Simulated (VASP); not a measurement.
A run of VASP 6.6.1 is set up as follows.

Contents of INCAR:

```
SYSTEM = ZnSe
  ALGO = Normal
  EDIFF = 1E-7
  ENCUT = 520
  GGA = PE
  ISIF = 2
  ISMEAR = 0
  LASPH = .TRUE.
  LCHARG = .FALSE.
  LREAL = .FALSE.
  LWAVE = .FALSE.
  NELM = 80
  PREC = Accurate
  SIGMA = 0.02
```

KPOINTS

```
k-points
0
G
  6 6 6
  0 0 0
```

POSCAR

```
ZnSe                                    
1.0
   -0.0000000000      2.8704234382      2.8704234382
    2.8704234382      0.0000000000      2.8704234382
    2.8704234382      2.8704234382      0.0000000000
  Zn              Se            
     1     1
Direct
     0.0000000000000000    1.0000000000000000    1.0000000000000000
     0.2500000000000000    0.2500000000000000    0.2500000000000000
```

File KPOINTS_OPT:

```
path GXWKGLUWLK,UX
20
line-mode
reciprocal
 0.0000000000  0.0000000000  0.0000000000  G
 0.5000000000  0.0000000000  0.5000000000  X

 0.5000000000  0.0000000000  0.5000000000  X
 0.5000000000  0.2500000000  0.7500000000  W

 0.5000000000  0.2500000000  0.7500000000  W
 0.3750000000  0.3750000000  0.7500000000  K

 0.3750000000  0.3750000000  0.7500000000  K
 0.0000000000  0.0000000000  0.0000000000  G

 0.0000000000  0.0000000000  0.0000000000  G
 0.5000000000  0.5000000000  0.5000000000  L

 0.5000000000  0.5000000000  0.5000000000  L
 0.6250000000  0.2500000000  0.6250000000  U

 0.6250000000  0.2500000000  0.6250000000  U
 0.5000000000  0.2500000000  0.7500000000  W

 0.5000000000  0.2500000000  0.7500000000  W
 0.5000000000  0.5000000000  0.5000000000  L

 0.5000000000  0.5000000000  0.5000000000  L
 0.3750000000  0.3750000000  0.7500000000  K

 0.6250000000  0.2500000000  0.6250000000  U
 0.5000000000  0.0000000000  0.5000000000  X
```

Potentials or basis: VASP PAW PBE potentials, release 64 (Zn, Se).

The run is started by

```sh
$ cat potpaw_PBE.64/Zn/POTCAR potpaw_PBE.64/Se/POTCAR > POTCAR
$ mpirun -np 1 vasp_std > vasp.out
```

What does it give for the band gap on the k mesh?

1.14 eV, direct.

Estimate the band gap along the path.

1.14 eV, direct.

Predict the pressure.

0.0 GPa.

Levels at the corners of the path, in eV from the valence-band top:
```
point  band 7  band 8  band 9  band 10  band 11  band 12
    Γ    0.00    0.00    0.00     1.14     5.81     5.81
    X   -4.59   -2.05   -2.05     3.07     3.45    10.46
    X   -4.59   -2.05   -2.05     3.07     3.45    10.46
    W   -4.50   -2.61   -2.49     5.37     5.48     6.88
    W   -4.50   -2.61   -2.49     5.37     5.48     6.88
    K   -4.53   -2.91   -1.68     3.60     5.51     8.93
    K   -4.53   -2.91   -1.68     3.60     5.51     8.93
    Γ    0.00    0.00    0.00     1.14     5.81     5.81
    Γ    0.00    0.00    0.00     1.14     5.81     5.81
    L   -4.99   -0.81   -0.81     2.47     6.38     6.38
    L   -4.99   -0.81   -0.81     2.47     6.38     6.38
    U   -4.53   -2.91   -1.68     3.60     5.51     8.93
    U   -4.53   -2.91   -1.68     3.60     5.51     8.93
    W   -4.50   -2.61   -2.49     5.37     5.48     6.88
    W   -4.50   -2.61   -2.49     5.37     5.48     6.88
    L   -4.99   -0.81   -0.81     2.47     6.38     6.38
    L   -4.99   -0.81   -0.81     2.47     6.38     6.38
    K   -4.53   -2.91   -1.68     3.60     5.51     8.93
    U   -4.53   -2.91   -1.68     3.60     5.51     8.93
    X   -4.59   -2.05   -2.05     3.07     3.45    10.46
```

**Experimental background.**

“Alloy Disordering Effects on the Thermal Conductivity and Energy Gap Temperature Dependence of Cd1−xZnxSe Ternary Crystals Grown by the Bridgman Method”, 2023, pmc:10253836 reports, for a bulk crystal of ZnSe at 300 K: band gap 2.695 ± 0.003 eV (an exciton energy, a little under the gap).

A measured gap of ZnSe is 2.695 eV (an exciton energy, a little under the gap; 300 K; “Alloy Disordering Effects on the Thermal Conductivity and Energy Gap Temperature Dependence of Cd1−xZnxSe Ternary Crystals Grown by the Bridgman Method”, 2023, pmc:10253836); the calculated 1.14 eV misses it by -1.56 eV. So large a miss can be the level of theory's own, or it may mean another phase, state or a wrong row. Spin-orbit coupling on Se is left out. The value is that of PBE, without temperature or zero-point motion. Semilocal functionals fall short of measured gaps as a rule.
